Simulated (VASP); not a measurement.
Consider the following.

```
Dy
1.0
    1.77831    -3.08012     0.00000
    1.77831     3.08012     0.00000
    0.00000     0.00000     5.50456
Dy
2
Direct
  0.33333   0.66667   0.25000
  0.66667   0.33333   0.75000
```

Calculation: vdW-DF-cx, VASP's PBE PAW potentials (set 64) (plane waves; VASP 6.6.1). Run with 520 eV cut-off, Gaussian smearing of 0.050 eV, potentials Dy_3.

The 4f electrons are frozen in the core of the lanthanide potential, so 4f levels, which can set the real gap, and their magnetism are missing.

Q: Estimate the band gap (along the path) with the smallest direct gap where there is one.

A: 
```
Quantity                                                      Value
-------------------------  ----------------------------------------
band gap (along the path)  none (metal, semimetal or under 0.01 eV)
```

The compound is Dy in the hcp structure. It was relaxed first.
